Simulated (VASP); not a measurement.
Input for VASP

File KPOINTS:
```
Automatic mesh
0
Gamma
6 6 6
0 0 0
```

POSCAR:
```
HoAs
1
    2.0463550000     1.1814640000     3.5023270000
   -2.0463550000     1.1814640000     3.5023270000
    0.0000000000    -2.3629270000     3.5023270000
Ho As
1 1
Direct
  0.7624000000   0.7624000000   0.7624000000
  0.2376000000   0.2376000000   0.2376000000
```

INCAR:
```
SYSTEM = HoAs
PREC = Accurate
ENCUT = 400
EDIFF = 1E-6
NELM = 60
ALGO = Normal
LREAL = .FALSE.
LASPH = .TRUE.
ISMEAR = 0
SIGMA = 0.05
GGA = PE
LMAXMIX = 6
LWAVE = .FALSE.
LCHARG = .FALSE.
ISIF = 2
IMIX = 1
AMIX = 1.5
BMIX = 0.0001
```

POTCAR, in this order: Ho_3 As (PBE.64 set). Program: vasp_std.

### Question
What happens when VASP runs on this input?

### Answer
There is a fault: simple mixing (IMIX = 1) with AMIX above 1 overshoots. The run did not converge; its last values are not results. Against the sound run, the energy per atom (σ→0) falls by 1819.584 eV/atom; the pressure rises by 3243.56 GPa; the largest force increases by 29.158 eV/Å; the band gap decreases by 0.04 eV.

standard output:
```
...
DAV:  21    -0.426240518490E+04   -0.56432E+03   -0.38956E+04  1086   0.131E+03    0.645E+03
DAV:  22    -0.367965254060E+04    0.58275E+03   -0.28237E+04  1073   0.478E+02    0.653E+03
DAV:  23    -0.423105395778E+04   -0.55140E+03   -0.38673E+04  1101   0.139E+03    0.657E+03
DAV:  24    -0.367811284633E+04    0.55294E+03   -0.28459E+04  1081   0.494E+02    0.656E+03
DAV:  25    -0.421946988938E+04   -0.54136E+03   -0.38426E+04  1068   0.134E+03    0.656E+03
DAV:  26    -0.365584023907E+04    0.56363E+03   -0.28069E+04  1070   0.492E+02    0.656E+03
DAV:  27    -0.423903091243E+04   -0.58319E+03   -0.38830E+04  1079   0.135E+03    0.656E+03
DAV:  28    -0.369509380504E+04    0.54394E+03   -0.28606E+04  1093   0.489E+02    0.653E+03
DAV:  29    -0.426817160867E+04   -0.57308E+03   -0.39050E+04  1075   0.129E+03    0.651E+03
DAV:  30    -0.368984322474E+04    0.57833E+03   -0.28247E+04  1074   0.482E+02    0.653E+03
DAV:  31    -0.424141061117E+04   -0.55157E+03   -0.38751E+04  1085   0.142E+03    0.653E+03
DAV:  32    -0.367360585354E+04    0.56780E+03   -0.28352E+04  1070   0.506E+02    0.650E+03
DAV:  33    -0.422146864092E+04   -0.54786E+03   -0.38446E+04  1076   0.133E+03    0.649E+03
DAV:  34    -0.366770967779E+04    0.55376E+03   -0.28203E+04  1090   0.482E+02    0.652E+03
DAV:  35    -0.423186499360E+04   -0.56416E+03   -0.38669E+04  1090   0.134E+03    0.653E+03
DAV:  36    -0.369126548115E+04    0.54060E+03   -0.28426E+04  1105   0.479E+02    0.653E+03
DAV:  37    -0.426703255060E+04   -0.57577E+03   -0.39034E+04  1087   0.130E+03    0.652E+03
DAV:  38    -0.369239087578E+04    0.57464E+03   -0.28368E+04  1070   0.482E+02    0.651E+03
DAV:  39    -0.424700596191E+04   -0.55462E+03   -0.38811E+04  1072   0.133E+03    0.650E+03
DAV:  40    -0.367868698572E+04    0.56832E+03   -0.28233E+04  1104   0.494E+02    0.655E+03
DAV:  41    -0.426224590616E+04   -0.58356E+03   -0.39091E+04  1092   0.135E+03    0.657E+03
DAV:  42    -0.368534049980E+04    0.57691E+03   -0.28471E+04  1068   0.497E+02    0.654E+03
DAV:  43    -0.423167226078E+04   -0.54633E+03   -0.38580E+04  1073   0.128E+03    0.652E+03
DAV:  44    -0.364905199249E+04    0.58262E+03   -0.28149E+04  1075   0.496E+02    0.653E+03
DAV:  45    -0.418917902112E+04   -0.54013E+03   -0.38231E+04  1073   0.136E+03    0.654E+03
DAV:  46    -0.362116350637E+04    0.56802E+03   -0.28239E+04  1043   0.498E+02    0.653E+03
DAV:  47    -0.416003314515E+04   -0.53887E+03   -0.37842E+04  1060   0.137E+03    0.652E+03
DAV:  48    -0.359805182121E+04    0.56198E+03   -0.28008E+04  1046   0.509E+02    0.652E+03
DAV:  49    -0.414333805624E+04   -0.54529E+03   -0.37766E+04  1051   0.137E+03    0.652E+03
DAV:  50    -0.361595884695E+04    0.52738E+03   -0.28105E+04  1077   0.508E+02    0.651E+03
DAV:  51    -0.421118445374E+04   -0.59523E+03   -0.38590E+04  1094   0.132E+03    0.651E+03
DAV:  52    -0.365791144238E+04    0.55327E+03   -0.28514E+04  1084   0.494E+02    0.653E+03
DAV:  53    -0.421205591933E+04   -0.55414E+03   -0.38493E+04  1064   0.132E+03    0.654E+03
DAV:  54    -0.364675453847E+04    0.56530E+03   -0.28237E+04  1070   0.481E+02    0.655E+03
DAV:  55    -0.420275172618E+04   -0.55600E+03   -0.38421E+04  1091   0.138E+03    0.656E+03
DAV:  56    -0.365899103754E+04    0.54376E+03   -0.28463E+04  1094   0.488E+02    0.654E+03
DAV:  57    -0.423097404835E+04   -0.57198E+03   -0.38666E+04  1093   0.130E+03    0.654E+03
DAV:  58    -0.365819244244E+04    0.57278E+03   -0.28463E+04  1042   0.489E+02    0.654E+03
DAV:  59    -0.418837775446E+04   -0.53019E+03   -0.38196E+04  1078   0.135E+03    0.654E+03
DAV:  60    -0.365122370430E+04    0.53715E+03   -0.28228E+04  1078   0.492E+02

 -----------------------------------------------------------------------------
|                                                                             |
|           W    W    AA    RRRRR   N    N  II  N    N   GGGG   !!!           |
|           W    W   A  A   R    R  NN   N  II  NN   N  G    G  !!!           |
|           W    W  A    A  R    R  N N  N  II  N N  N  G       !!!           |
|           W WW W  AAAAAA  RRRRR   N  N N  II  N  N N  G  GGG   !            |
|           WW  WW  A    A  R   R   N   NN  II  N   NN  G    G                |
|           W    W  A    A  R    R  N    N  II  N    N   GGGG   !!!           |
|                                                                             |
|     The electronic self-consistency was not achieved in the given           |
|     number of steps (NELM). The forces and other quantities evaluated       |
|     might not be reliable so examine the results carefully. If you find     |
|     spurious results, we suggest increasing NELM, if you were close to      |
|     convergence or switching to a different ALGO or adjusting the           |
|     density mixing parameters otherwise.                                    |
|                                                                             |
 -----------------------------------------------------------------------------

   1 F= -.36512237E+04 E0= -.36512233E+04  d E =-.871458E-03
```

### OUTCAR
```
------------------------ aborting loop EDIFF was not reached (unconverged)  ----------------------------
  FORCE on cell =-STRESS in cart. coord.  units (eV):
  Direction    XX          YY          ZZ          XY          YZ          ZX
  --------------------------------------------------------------------------------------
  Total     1059.0774375   1059.0775389    966.2551776      0.0000000      0.0000920     -0.0000000
  in kB    33398.6573645  33398.6605622  30471.4503995      0.0000000      0.0029001     -0.0000000
  external PRESSURE =   32422.9227754 kB  Pullay stress =       0.0000000 kB
  volume of cell :       50.81
      direct lattice vectors                 reciprocal lattice vectors
     2.046355000  1.181464000  3.502327000     0.244336882  0.141067958  0.095174804
    -2.046355000  1.181464000  3.502327000    -0.244336882  0.141067958  0.095174804
     0.000000000 -2.362927000  3.502327000     0.000000000 -0.282135916  0.095174844
 POSITION                                       TOTAL-FORCE (eV/Angst)
 -----------------------------------------------------------------------------------
      0.00000      0.00000      8.01052         0.000000     -0.000003    -30.147742
      0.00000      0.00000      2.49646         0.000000      0.000003     30.147742
 -----------------------------------------------------------------------------------
    total drift:                                0.000000     -0.000003     34.990529
  FREE ENERGIE OF THE ION-ELECTRON SYSTEM (eV)
  ---------------------------------------------------
  free  energy   TOTEN  =     -3651.2237042991 eV

  energy  without entropy=    -3651.2228328409  energy(sigma->0) =    -3651.22326857
```
(Selected blocks of OUTCAR.)

To mend it, remove IMIX, remove AMIX, remove BMIX.

The mended run (PBE GGA, plane waves, VASP's PBE PAW potentials (set 64)) converges, and its OSZICAR ends with
```
   1 F= -.12055408E+02 E0= -.12055141E+02  d E =-.535398E-03
```

The structure was generated: HoAs was put into the alpha-GeTe type (R3m), which need not be its known phase. The cell was not relaxed at this level. The 4f electrons are frozen in the core of the lanthanide potential, so 4f levels, which can set the real gap, and their magnetism are missing.
